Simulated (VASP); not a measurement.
```
Dy
1.0
    1.81494    -3.14356     0.00000
    1.81494     3.14356     0.00000
    0.00000     0.00000     5.59080
Dy
2
Cartesian
  1.81494   1.04786   1.39770
  1.81494  -1.04786   4.19310
```

Level of theory: PBE GGA, VASP's PBE PAW potentials (set 64) (plane waves; VASP). Numerical set-up: 400 eV cut-off, 13×13×8 Γ-centred mesh, tetrahedra with Blöchl corrections, potentials Dy_3.

The 4f electrons are frozen in the core of the lanthanide potential, so 4f levels, which can set the real gap, and their magnetism are missing.

Q: What does the run give for the energy per atom (σ→0), band gap (on the k-mesh) with the smallest direct gap where there is one?

A: 
| Quantity | Value |
|---|---|
| band gap (on the k-mesh) | none (metal, semimetal or under 0.01 eV) |
| energy per atom (σ→0) | -4.534 eV/atom |

The compound is Dy in the hcp structure. It was relaxed first.
